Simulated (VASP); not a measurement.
VASP ran on this input.

KPOINTS:
```
Automatic mesh
0
gamma
 7 7 7
```

INCAR:
```
! general
SYSTEM   =  CsBr
PREC     =  Accurate
ENCUT    =  520
LREAL    =  .False.
LASPH    =  .True.

! electronic loop
EDIFF    =  1E-7
NELM     =  100
ALGO     =  Normal
LMAXMIX  =  4

! smearing
ISMEAR   =  -5

! ions
ISIF     =  2

! output
LWAVE    =  .False.
LCHARG   =  .True.
LORBIT   =  11
NEDOS    =  601
```

### POSCAR
```
CsBr
1
    4.1474101829     0.0000000000     0.0000000000
    0.0000000000     4.1474101829     0.0000000000
    0.0000000000     0.0000000000     4.1474101829
Cs Br
1 1
Direct
  0.0000000000   0.0000000000   0.0000000000
  0.5000000000   0.5000000000   0.5000000000
```

POTCAR, in this order: Cs_sv Br (LDA.64 set). Program: vasp_std.

Question: Write an equivalent input for Quantum ESPRESSO's pw.x.

Answer: One equivalent input (not run):
```
&CONTROL
  calculation = 'scf'
  pseudo_dir = './pseudo'
  outdir = './out'
  tprnfor = .true.
  tstress = .true.
/
&SYSTEM
  ibrav = 0
  nat = 2
  ntyp = 2
  ecutwfc = 48
  occupations = 'tetrahedra'
  input_dft = 'pz'
/
&ELECTRONS
  conv_thr = 7.3e-09
  electron_maxstep = 100
/
ATOMIC_SPECIES
  Cs 132.905 Cs.upf
  Br 79.904 Br.upf
CELL_PARAMETERS angstrom
     4.1474102    0.0000000    0.0000000
     0.0000000    4.1474102    0.0000000
     0.0000000    0.0000000    4.1474102
ATOMIC_POSITIONS crystal
  Cs   0.0000000  0.0000000  0.0000000
  Br   0.5000000  0.5000000  0.5000000
K_POINTS automatic
  7 7 7 0 0 0
```
Limits of the translation: the potentials are each code's own (VASP's PAW set, PseudoDojo norm-conserving files in pw.x), so ENCUT and ecutwfc are chosen apart and not converted; conv_thr bounds pw.x's estimated SCF error, while EDIFF bounds the energy change between steps.

The compound is CsBr in the CsCl type structure. It was relaxed first, which changed the volume by -10 %.
